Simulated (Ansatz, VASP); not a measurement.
**Mg2ZnS3 in VASP and in Ansatz**

```xyz
6
Lattice="6.4371 0.0000 0.0000 -3.2185 5.5746 0.0000 0.0000 0.0000 3.5752" Properties=species:S:1:pos:R:3 pbc="T T T"
Mg    0.0000    3.7164    0.0000
Mg    3.2185    1.8582    0.0000
Zn    0.0000    0.0000    0.0000
S     3.2185    0.0000    1.7876
S    -1.6093    2.7873    1.7876
S     1.6093    2.7873    1.7876
```

Change from the starting cell: species swapped into the NdGa2Pt3 type (P6/mmm, No. 191).

Alike in both runs: functional PBE; k mesh 3 × 3 × 6; occupations gaussian, width 0.1 eV; no spin polarisation.

Ansatz relaxed the structure, and its values are those at the end. VASP's run is a single point on that final structure, the one shown.

|  | VASP | Ansatz |
| --- | --- | --- |
| version | VASP 6.6.1 | Ansatz 0.2.0 |
| potentials or method | VASP PAW PBE potentials, release 64 (Mg, Zn, S) | scalar-relativistic, plane waves, PAW |
| plane-wave cutoff (eV) | 520 | 420 |
| valence electrons in the cell | 34 | 50 |

|  | VASP | Ansatz | Ansatz less VASP |
| --- | --- | --- | --- |
| gap on the k mesh at the Fermi level (eV) | none | none | - |
| pressure (GPa) | -0.4 | -0.2 | +0.17 |

A gap of «none» marks a metal or a gap that the smearing closes. The two sets of potentials don't hold the same shells in valence.

Caveats: the k mesh is coarse (spacing up to 0.38 Å⁻¹), so the values aren't converged.
